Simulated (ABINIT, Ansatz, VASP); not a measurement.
**One structure in several programs: CaSnF6 (Fm-3m, 8 atoms in the cell)**

Self-consistent single point.

```xyz
8
Lattice="0.0000 4.2189 4.2189 4.2189 0.0000 4.2189 4.2189 4.2189 0.0000" Properties=species:S:1:pos:R:3 pbc="T T T"
Ca     0.0000     0.0000     0.0000
Sn     4.2189     4.2189     4.2189
F      4.2189     4.2189     6.1929
F      4.2189     4.2189     2.2450
F      6.1929     4.2189     4.2189
F      2.2450     4.2189     4.2189
F      4.2189     6.1929     4.2189
F      4.2189     2.2450     4.2189
```

Shared settings, as Ansatz (a program for electronic structure) writes them: kpoints.mp_grid.grid = 4 4 4; scf.occupations.method = fermi_dirac; scf.occupations.width = 0.0037 Ry. Potentials and cutoffs stand in the table.

```
code                                                                             model  pressure (GPa)  largest force (eV/Å)  gap on the mesh (eV)   cutoff
------  ------------------------------------------------------------------------------  --------------  --------------------  --------------------  -------
ABINIT  PBEsol, norm-conserving pseudopotentials (PseudoDojo nc-sr-04 PBEsol standard)           -0.15                 0.091                 5.639    42 Ha
VASP                                        PBEsol, VASP's PBE PAW potentials (set 64)           -6.87                 0.143                     –   400 eV
Ansatz                                                 PBEsol, PAW files made with PBE           -0.40                 0.071                 5.662  default
```

A dash marks a value that a program does not give, or that is left out as unsure.

No gap is tabulated for VASP: it is not read from that output, or partly filled or unconverged empty levels leave it unsure.

Gaps are read on the mesh.

The spread over the programs that give each value: pressure within 6.72 GPa; largest force within 0.072 eV/Å; gap on the mesh within 0.023 eV.

Ansatz's pressure is given at a fixed set of plane waves, as the other plane-wave codes print theirs; with its correction for the finite basis it is -0.11 GPa (the shift of 0.29 GPa shows how far the cutoff is from converged). In the pressure, VASP (by 6.47) lies more than 1 GPa from the median of the plane-wave programs.

On the base mesh (5 5 5) the same programs gave: ABINIT pressure -0.15 GPa, gap on the mesh 5.639 eV; Ansatz pressure -0.40 GPa, gap on the mesh 5.662 eV; VASP pressure -6.84 GPa.

VASP's run is marked for a possible Pulay error in its stress at this cutoff; no cutoff test was made.

The starting cell comes from a database of computed structures (which also holds hypothetical and non-ambient phases and stackings), without a prior relaxation at this level.

Left out of this page: Quantum ESPRESSO, FLEUR and SIESTA (not drawn, or without a comparable value); CP2K (on another mesh).

Keys are those of Ansatz 0.2.
